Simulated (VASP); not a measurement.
Set up this calculation in VASP 6.6.1, as the native input.

```
Task                   : single point
Functional             : PBE
Potentials or basis    : VASP PAW PBE potentials, release 64 (Y_sv, Lu)
Cutoff                 : 520 eV
k mesh                 : 16 × 16 × 16
Occupations            : gaussian, width 0.1 eV
Spin                   : no spin polarisation
Dipole correction      : no
Further INCAR settings : ALGO = Fast; EDIFF = 1e-07; NBANDS = 25
```

The structure of YLu lies in POSCAR:

```
YLu
1.0
    0.0000000000      3.2330412047      3.2330412047
    3.2330412047      0.0000000000      3.2330412047
    3.2330412047      3.2330412047      0.0000000000
Y Lu
1 1
Direct
    0.0000000000      0.0000000000      0.0000000000
    0.5000000000      0.5000000000      0.5000000000
```

The cell was built by a generator and needn't be a form met in nature.

The cell isn't the ideal one: species swapped into the YN type (Fm-3m, No. 225).

The input as run:

INCAR

```
  PREC = Accurate
  ENCUT = 520
  EDIFF = 1E-7
  ISMEAR = 0
  SIGMA = 0.1
  LREAL = F
  LASPH = T
  NELM = 100
  ALGO = Fast
  ISIF = 2
  LWAVE = F
  LCHARG = F
  GGA = PE
  NBANDS = 25
```

KPOINTS

```
Automatic mesh
0
Gamma
  16 16 16
```

Potentials or basis: VASP PAW PBE potentials, release 64 (Y_sv, Lu).

Launch:

```console
$ cat potpaw_PBE.64/Y_sv/POTCAR potpaw_PBE.64/Lu/POTCAR > POTCAR
$ mpirun -np 1 vasp_std > vasp.out
```

It gave:

The pressure is 0.0 GPa and the band gap on the k mesh is none (metal or under the smearing width).

Wall time 20 min on 1 thread of Intel(R) Xeon(R) Platinum 8375C CPU @ 2.90GHz (Ice Lake) (shared host), peak memory 0.44 GiB.
